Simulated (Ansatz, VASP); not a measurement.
# Si29C67 (amorphous Si0.3C0.7) in two plane-wave programs, part 2 of 2

Aim: how closely do two programs agree when they are given the same cell, functional and k mesh? The cell is taken from a series of runs on this material, whose earlier steps may have relaxed, scaled, displaced or heated it; both programs get it as it stands.

VASP 6.6.1 and Ansatz 0.2.0.

So far. Step 2 (VASP: single point, RPBE, pair 1): The run ends at a pressure of 1.58 GPa, with forces up to 3.8 eV/Å. Step 3 (Ansatz: single point, RPBE, pair 1): The run ends at a pressure of 1.91 GPa, with forces up to 3.8 eV/Å.

## Step 5: Ansatz: single point, RPBE, pair 2

Level of this step: Ansatz beside VASP: Kohn-Sham DFT, plane waves, RPBE (Ansatz).

With cell and atoms fixed, the geometry can't cause a difference; cores, projectors, grids and the points listed under the comparison can.

The cell is taken from a series of runs on this material, whose earlier steps may have relaxed, scaled, displaced or heated it; both programs get it as it stands.

File input.yaml:

```yaml
crystal:
  lattice:
    - [9.8331, 0.0, 0.0]
    - [0.0, 9.8331, 0.0]
    - [0.0, 0.0, 9.8331]
  atoms:
    - { symbol: Si, position: [0.96027, 0.77331, 0.77111] }
    - { symbol: Si, position: [0.50332, 0.21965, 0.53805] }
    - { symbol: Si, position: [0.29675, 0.50031, 0.16639] }
    - { symbol: Si, position: [0.21994, 0.05029, 0.59636] }
    - { symbol: Si, position: [0.1722, 0.87252, 0.74545] }
    - { symbol: Si, position: [0.06806, 0.29401, 0.99256] }
    - { symbol: Si, position: [0.81369, 0.92685, 0.8714] }
    - { symbol: Si, position: [0.14868, 0.69033, 0.98294] }
    - { symbol: Si, position: [0.67565, 0.84985, 0.57475] }
    - { symbol: Si, position: [0.64237, 0.26971, 0.72646] }
    - { symbol: Si, position: [0.53296, 0.35545, 0.3303] }
    - { symbol: Si, position: [0.65873, 0.08581, 0.24882] }
    - { symbol: Si, position: [0.76051, 0.29654, 0.95507] }
    - { symbol: Si, position: [0.36513, 0.1157, 0.16464] }
    - { symbol: Si, position: [0.88158, 0.5048, 0.87086] }
    - { symbol: Si, position: [0.48898, 0.38677, 0.90681] }
    - { symbol: Si, position: [0.0309, 0.4231, 0.29035] }
    - { symbol: Si, position: [0.2814, 0.43191, 0.47933] }
    - { symbol: Si, position: [0.07887, 0.98656, 0.98208] }
    - { symbol: Si, position: [0.35036, 0.78702, 0.22475] }
    - { symbol: Si, position: [0.0382, 0.63182, 0.45308] }
    - { symbol: Si, position: [0.87918, 0.0401, 0.60411] }
    - { symbol: Si, position: [0.00021, 0.22013, 0.71572] }
    - { symbol: Si, position: [0.85009, 0.60083, 0.60486] }
    - { symbol: Si, position: [0.29696, 0.30349, 0.78175] }
    - { symbol: Si, position: [0.91924, 0.2162, 0.23941] }
    - { symbol: Si, position: [0.27203, 0.66, 0.71343] }
    - { symbol: Si, position: [0.61977, 0.67684, 0.85848] }
    - { symbol: Si, position: [0.56945, 0.04127, 0.79332] }
    - { symbol: C, position: [0.06128, 0.84165, 0.45877] }
[... 60 atom lines left out ...]
    - { symbol: C, position: [0.36939, 0.88414, 0.94714] }
    - { symbol: C, position: [0.55976, 0.99305, 0.07594] }
    - { symbol: C, position: [0.67128, 0.89184, 0.07079] }
    - { symbol: C, position: [0.80713, 0.41924, 0.52236] }
    - { symbol: C, position: [0.52002, 0.6873, 0.2646] }
    - { symbol: C, position: [0.49897, 0.48461, 0.62363] }
kpoints:
  mp_grid: { grid: [2, 2, 2] }
hamiltonian:
  xc: rpbe
scf:
  occupations: { method: gaussian, width: 0.025 }
output:
  forces: true
  stress: true
  populations: intrinsic
  dos:
    method: { smearing: { sigma: 0.15 } }
    de: 0.1
    projected: { site_lists: { C: [C], Si: [Si] } }
  eigenvalues: true
  write_density: true
  write_potential: true
  volumetric_format: npy
  elf: true
```

Launch:

```sh
$ ansatz run input.yaml --threads 4 --pin off --max-ram 15872MiB --backend cpu --events-out ev --progress --plain --runs-dir out
```

Numbers of over 12 decimals in the logs are rounded to 6 here.

What it wrote:

```text
[...]
Crystal: 96 atoms, lattice volume = 950.761 Å³
Basis set: ecut = 420 eV, 18613 PW (Γ), exchange–correlation on 144×144×144 points (8 copies of the dense FFT grid, shifted against one another)
Bands: 288, of which v1, the nominal top of the filled ones, is band 192 counted from 1 (191 counted from 0)
Symmetry: 1 space group operations
[...]
k-points: 8
[...]
--- intrinsic populations: 96 sites ---
  site symbol       q [e]
     0     Si      3.8930
     1     Si      3.4744
     2     Si      2.9783
     3     Si      3.1343
     4     Si      3.8329
     5     Si      3.1149
     6     Si      3.1842
     7     Si      2.8901
[...]
92      C      3.9936
    93      C      4.1991
    94      C      4.2000
    95      C      4.0097
  spilling = 0.000000 (of n_electrons = 384.000000)
[key lines of the parts left out:]
SCF converged after 8 iterations
Free energy (F): -35354.951548 eV
Fermi energy:    9.480137 eV
```

## Step 6: VASP: single point, RPBE, pair 2

The same cell, functional, mesh and smearing now go to VASP, with its own data sets.

File INCAR:

```
SYSTEM = Si29C67
PREC = Accurate
ENCUT = 600
EDIFF = 1E-06
NELM = 120
ISMEAR = 0
SIGMA = 0.025
LREAL = Auto
ALGO = Normal
GGA = RP
NBANDS = 264
LORBIT = 11
LWAVE = .FALSE.
LCHARG = .FALSE.
ISIF = 2
LASPH = .TRUE.
GGA_COMPAT = .FALSE.
KPAR = 8
```

File POSCAR:

```
Si29C67
1.0
    9.8331000000      0.0000000000      0.0000000000
    0.0000000000      9.8331000000      0.0000000000
    0.0000000000      0.0000000000      9.8331000000
Si C
29 67
Direct
    0.9602700000      0.7733100000      0.7711100000
    0.5033200000      0.2196500000      0.5380500000
    0.2967500000      0.5003100000      0.1663900000
    0.2199400000      0.0502900000      0.5963600000
    0.1722000000      0.8725200000      0.7454500000
    0.0680600000      0.2940100000      0.9925600000
    0.8136900000      0.9268500000      0.8714000000
    0.1486800000      0.6903300000      0.9829400000
    0.6756500000      0.8498500000      0.5747500000
    0.6423700000      0.2697100000      0.7264600000
    0.5329600000      0.3554500000      0.3303000000
    0.6587300000      0.0858100000      0.2488200000
    0.7605100000      0.2965400000      0.9550700000
    0.3651300000      0.1157000000      0.1646400000
    0.8815800000      0.5048000000      0.8708600000
    0.4889800000      0.3867700000      0.9068100000
    0.0309000000      0.4231000000      0.2903500000
    0.2814000000      0.4319100000      0.4793300000
    0.0788700000      0.9865600000      0.9820800000
    0.3503600000      0.7870200000      0.2247500000
    0.0382000000      0.6318200000      0.4530800000
    0.8791800000      0.0401000000      0.6041100000
    0.0002100000      0.2201300000      0.7157200000
    0.8500900000      0.6008300000      0.6048600000
    0.2969600000      0.3034900000      0.7817500000
    0.9192400000      0.2162000000      0.2394100000
    0.2720300000      0.6600000000      0.7134300000
    0.6197700000      0.6768400000      0.8584800000
    0.5694500000      0.0412700000      0.7933200000
    0.0612800000      0.8416500000      0.4587700000
[... 60 atom lines left out ...]
    0.3693900000      0.8841400000      0.9471400000
    0.5597600000      0.9930500000      0.0759400000
    0.6712800000      0.8918400000      0.0707900000
    0.8071300000      0.4192400000      0.5223600000
    0.5200200000      0.6873000000      0.2646000000
    0.4989700000      0.4846100000      0.6236300000
```

File KPOINTS:

```
Automatic mesh
0
Gamma
2 2 2
0 0 0
```

Potentials, in the order of the species: Si and C (PBE family, release 64).

Launch:

```sh
$ mpirun -np 8 vasp_std
```

What it wrote:

```text
[banner, memory and clock lines left out]
running    8 mpi-ranks, on    1 nodes
[...]
|                                                                             |
|           W    W    AA    RRRRR   N    N  II  N    N   GGGG   !!!           |
|           W    W   A  A   R    R  NN   N  II  NN   N  G    G  !!!           |
|           W    W  A    A  R    R  N N  N  II  N N  N  G       !!!           |
|           W WW W  AAAAAA  RRRRR   N  N N  II  N  N N  G  GGG   !            |
|           WW  WW  A    A  R   R   N   NN  II  N   NN  G    G                |
|           W    W  A    A  R    R  N    N  II  N    N   GGGG   !!!           |
|                                                                             |
|     For optimal performance we recommend to set                             |
|       NCORE = 2 up to number-of-cores-per-socket                            |
|     NCORE specifies how many cores store one orbital (NPAR=cpu/NCORE).      |
|     This setting can greatly improve the performance of VASP for DFT.       |
[...]
|     multi-core architectures or massively parallel machines. Do your        |
|     Unfortunately you need to use the default for GW and RPA                |
|     calculations (for HF NCORE is supported but not extensively tested      |
|     yet).                                                                   |
|                                                                             |

 [... a notice as in an earlier step ...]

 LDA part: xc-table for (Slater+PW92), standard interpolation
 POSCAR, INCAR and KPOINTS ok, starting setup
[...]
entering main loop
       N       E                     dE             d eps       ncg     rms          rms(c)
DAV:   1     0.149480354446E+04    0.14948E+04   -0.19679E+05  4224   0.149E+03
DAV:   2    -0.550015835689E+03   -0.20448E+04   -0.19232E+04  5088   0.266E+02
DAV:   3    -0.715736545441E+03   -0.16572E+03   -0.16058E+03  5192   0.698E+01
DAV:   4    -0.720704352597E+03   -0.49678E+01   -0.49211E+01  5152   0.124E+01
[...]
DAV:  17    -0.666914932532E+03   -0.47811E-05   -0.51193E-06  4720   0.425E-03    0.291E-03
DAV:  18    -0.666914934132E+03   -0.15998E-05   -0.15560E-06  3376   0.241E-03    0.142E-03
DAV:  19    -0.666914934623E+03   -0.49160E-06   -0.63017E-07  2984   0.157E-03
   1 F= -.66691493E+03 E0= -.66691463E+03  d E =-.612493E-03
```

Parts of OUTCAR (step 6):

```text
  FREE ENERGIE OF THE ION-ELECTRON SYSTEM (eV)
  ---------------------------------------------------
  free  energy   TOTEN  =      -666.9149346233 eV

  energy  without entropy=     -666.9143221300  energy(sigma->0) =     -666.91462838

[... 2 further parts left out ...]
[key lines of the parts left out:]
E-fermi :   7.7915
```

The run ends at a pressure of 1.97 GPa, with forces up to 3.9 eV/Å.

## Step 7: Differences

Both answers:

| quantity | Ansatz | VASP | difference |
| --- | --- | --- | --- |
| pressure (GPa) | 2.31 | 1.97 | +0.34 |

Forces on 10 of the 96 atoms, those with the largest forces and the largest differences (eV/Å; atoms numbered as in POSCAR):

| atom | Ansatz x, y, z | VASP x, y, z |
| --- | --- | --- |
| Si10 | 2.552, 0.533, 0.256 | 2.547, 0.534, 0.244 |
| C34 | 1.827, 0.395, -0.380 | 1.863, 0.395, -0.447 |
| C47 | -0.501, -1.228, -3.133 | -0.506, -1.225, -3.139 |
| C49 | 1.455, -0.770, -3.440 | 1.495, -0.767, -3.479 |
| C50 | -0.539, -0.225, -0.496 | -0.572, -0.182, -0.452 |
| C59 | 0.347, 2.009, 2.551 | 0.349, 1.980, 2.542 |
| C63 | -1.059, 2.523, -0.083 | -1.034, 2.508, -0.096 |
| C64 | 0.365, 0.139, -1.068 | 0.409, 0.164, -1.122 |
| C88 | 0.695, -2.400, -1.556 | 0.708, -2.405, -1.509 |
| C91 | -0.619, 1.173, 2.300 | -0.624, 1.181, 2.328 |

The forces differ by 21 meV/Å r.m.s., which is 2.3 % of the r.m.s. force of 0.924 eV/Å (both taken over all components).

## Step 8: What came out

```
r.m.s. force difference (single point, RPBE, pair 1) : 2.2 % of the r.m.s. force
r.m.s. force difference (single point, RPBE, pair 2) : 2.3 % of the r.m.s. force
```

The r.m.s. force difference is 2.3 % of the r.m.s. force (single point, RPBE, pair 2), within the 3 % picked in this series as the mark of a large difference. How closely two codes agree says nothing of how well the functional describes the real material.

[Lines on the potential files, build, host, timing and source positions are cut from VASP's logs without a mark.]

[Logs are printed without paths, hosts, clocks, repeated set-up lines and the standing remarks that a program may print on its own settings, such as how far it seeks lower states.]

[Hosts, paths, dates, database ids (printed as entryN), source tags and the programs' standing remarks are cut or masked in the printed files.]
